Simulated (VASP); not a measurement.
These are PBE GGA with D3 dispersion (zero damping), VASP's PBE PAW potentials (set 64) (plane waves; VASP) values and carry that method's errors.

Input for VASP

**POSCAR**
```
FePt
1.0
  2.6881680800   0.0000000000   0.0000000000
  0.0000000000   2.6881680800   0.0000000000
  0.0000000000   0.0000000000   3.7409812374
Fe Pt
1 1
Cartesian
  0.0000000000   0.0000000000   0.0000000000
  1.3440840400   1.3440840400   1.8704906187
```

**INCAR**
```
NSW = 30
EDIFFG = -0.01   # ionic stop
LASPH = .TRUE.   # aspherical one-centre terms
SIGMA = 0.1
PREC = Accurate
LMAXMIX = 6
ISMEAR = 1
LORBIT = 10
ISPIN = 2   # spin-polarised
SYSTEM = FePt
MAGMOM = 2.9 0.3
LCHARG = .FALSE.
ISIF = 4
NELM = 100   # most electronic steps
IVDW = 11   # D3, zero damping
ALGO = Normal
LREAL = .FALSE.
LWAVE = .FALSE.
EDIFF = 1E-7   # SCF stop (eV)
GGA = PE   # PBE
ENCUT = 520   # plane-wave cut-off (eV)
IBRION = 2
```

**KPOINTS**
```
Automatic mesh
0
Gamma
13 13 10
0 0 0
```

POTCAR, in this order: Fe Pt (PBE.64 set). Program: vasp_std.

Output of the run:

### OSZICAR
```
       N       E                     dE             d eps       ncg     rms          rms(c)
DAV:   1     0.935007059692E+02    0.93501E+02   -0.88269E+03 10439   0.134E+03
DAV:   2    -0.127950633779E+02   -0.10630E+03   -0.95193E+02 10375   0.256E+02
DAV:   3    -0.161244119373E+02   -0.33293E+01   -0.32232E+01 12636   0.550E+01
DAV:   4    -0.161579480728E+02   -0.33536E-01   -0.33520E-01 11589   0.471E+00
DAV:   5    -0.161588449529E+02   -0.89688E-03   -0.89687E-03 13530   0.875E-01    0.172E+01
DAV:   6    -0.171198265427E+02   -0.96098E+00   -0.12922E+01 10818   0.812E+01    0.226E+01
DAV:   7    -0.149291278028E+02    0.21907E+01   -0.94420E+00 12777   0.790E+01    0.901E+00
DAV:   8    -0.148772480457E+02    0.51880E-01   -0.44604E-01 12075   0.106E+01    0.420E+00
DAV:   9    -0.147982173643E+02    0.79031E-01   -0.12296E-01 14705   0.759E+00    0.185E+00
DAV:  10    -0.147873508496E+02    0.10867E-01   -0.35696E-02 15410   0.366E+00    0.669E-01
DAV:  11    -0.147866982306E+02    0.65262E-03   -0.23784E-03 13036   0.708E-01    0.270E-01
DAV:  12    -0.147867021461E+02   -0.39155E-05   -0.17688E-04 13097   0.164E-01    0.959E-02
DAV:  13    -0.147867004319E+02    0.17142E-05   -0.30315E-05 11936   0.630E-02    0.384E-02
DAV:  14    -0.147866997813E+02    0.65054E-06   -0.77086E-06 13129   0.505E-02    0.117E-02
DAV:  15    -0.147867001457E+02   -0.36432E-06   -0.20230E-06 13334   0.274E-02    0.353E-03
DAV:  16    -0.147867003302E+02   -0.18457E-06   -0.17420E-07  7212   0.903E-03    0.220E-03
DAV:  17    -0.147867003407E+02   -0.10434E-07   -0.54518E-08  5677   0.392E-03
   1 F= -.15953171E+02 E0= -.15953222E+02  d E =-.159532E+02  mag=     3.2035
       N       E                     dE             d eps       ncg     rms          rms(c)
DAV:   1    -0.147866814995E+02    0.18831E-04   -0.11321E-02 11277   0.867E-01    0.988E-02
DAV:   2    -0.147866553413E+02    0.26158E-04   -0.69721E-04 13539   0.662E-01    0.148E-01
DAV:   3    -0.147865256465E+02    0.12969E-03   -0.36686E-04 12930   0.532E-01    0.462E-02
DAV:   4    -0.147865018890E+02    0.23758E-04   -0.38811E-05 12997   0.642E-02    0.209E-02
DAV:   5    -0.147865003598E+02    0.15292E-05   -0.40826E-06 14377   0.414E-02    0.755E-03
DAV:   6    -0.147865001095E+02    0.25025E-06   -0.29082E-07 10156   0.544E-03    0.304E-03
DAV:   7    -0.147865000890E+02    0.20505E-07   -0.51195E-08  5635   0.311E-03
   2 F= -.15953232E+02 E0= -.15953312E+02  d E =-.604468E-04  mag=     3.2009
```

**OUTCAR**
```
------------------------ aborting loop because EDIFF is reached ----------------------------------------
 Edisp (eV)   -1.16673
  FORCE on cell =-STRESS in cart. coord.  units (eV):
  Direction    XX          YY          ZZ          XY          YZ          ZX
  --------------------------------------------------------------------------------------
  Total      -0.03403    -0.03403    -0.01691     0.00000     0.00000     0.00000
  in kB      -2.01690    -2.01690    -1.00221     0.00000     0.00000     0.00000
  external pressure =       -1.68 kB  Pullay stress =        0.00 kB
  volume of cell :       27.03
      direct lattice vectors                 reciprocal lattice vectors
     2.686481775  0.000000000 -0.000000000     0.372234053  0.000000000  0.000000000
     0.000000000  2.686481775 -0.000000000    -0.000000000  0.372234053 -0.000000000
     0.000000000  0.000000000  3.745679139     0.000000000  0.000000000  0.266974282
 POSITION                                       TOTAL-FORCE (eV/Angst)
 -----------------------------------------------------------------------------------
      0.00000      0.00000      0.00000         0.000000     -0.000000      0.000000
      1.34324      1.34324      1.87284         0.000000      0.000000      0.000000
 -----------------------------------------------------------------------------------
    total drift:                               -0.000000      0.000000      0.000000
  FREE ENERGIE OF THE ION-ELECTRON SYSTEM (eV)
  ---------------------------------------------------
  free  energy   TOTEN  =       -15.9532315187 eV

  energy  without entropy=      -15.9534720128  energy(sigma->0) =      -15.95331168

 total charge

# of ion       s       p       d       tot
------------------------------------------
    1        0.415   0.466   6.146   7.027
    2        0.728   0.693   8.070   9.491
--------------------------------------------------
tot          1.143   1.159  14.216  16.518

 magnetization (x)

# of ion       s       p       d       tot
------------------------------------------
    1        0.003  -0.007   2.870   2.865
    2       -0.025  -0.070   0.405   0.310
--------------------------------------------------
tot         -0.022  -0.077   3.275   3.176

 reached required accuracy - stopping structural energy minimisation
```
(Selected blocks of OUTCAR.)

**CONTCAR**
```
FePt
   1.00000000000000
     2.6864817753964787    0.0000000000000000   -0.0000000000000000
     0.0000000000000000    2.6864817753964787   -0.0000000000000000
     0.0000000000000000    0.0000000000000000    3.7456791392000972
  Fe              Pt
     1     1
Direct
     0.0000000000000000    0.0000000000000000    0.0000000000000000
     0.5000000000000000    0.5000000000000000    0.5000000000000000
```

The compound is FePt in the L1_0 structure. This run relaxes it. Symmetry was kept, so distortions that lower it aren't found.
